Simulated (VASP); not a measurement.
Crystal: As.

```
As
1.0
     1.88080    1.08588    3.51406
    -1.88080    1.08588    3.51406
     0.00000   -2.17176    3.51406
As
2
Direct
  0.77400 0.77400 0.77400
  0.22600 0.22600 0.22600
```

```yaml
Program: VASP 6.6.1
Task: relaxation of cell and atoms
Functional: PBE
Potentials_or_basis: VASP PAW PBE potentials, release 64 (As)
Cutoff: 600 eV
k_mesh: 12 × 12 × 12
Occupations: methfessel-paxton, width 0.1 eV
Spin: no spin polarisation
```

At the start: pressure 4.1 GPa; volume 21.53 Å³/atom.

Question: How do energy, volume and symmetry change on relaxing?

Answer: Over 10 steps the energy falls by 15.0 meV/atom and the volume is 22.61 Å³/atom (+5.0 %); space group R-3m (No. 166, to 0.05 Å).

Step by step:
```tsv
step	energy change (eV)	largest force (eV/Å)	pressure (GPa)	volume (Å³)
1	0.0000	0.4952	4.09	43.06
2	-0.0113	0.3862	-2.68	46.58
3	-0.0298	0.0226	0.04	44.97
4	-0.0298	0.0129	0.11	44.93
5	-0.0298	0.0068	0.09	44.97
6	-0.0299	0.0114	0.05	45.10
7	-0.0299	0.0189	0.03	45.15
8	-0.0300	0.0029	-0.04	45.21
9	-0.0300	0.0104	-0.09	45.25
10	-0.0300	0.0085	-0.01	45.23
```

Final structure:
```
As
1.0
     1.90818    1.10169    3.58551
    -1.90818    1.10169    3.58551
     0.00000   -2.20338    3.58551
As
2
Direct
  0.77318 0.77318 0.77318
  0.22682 0.22682 0.22682
```
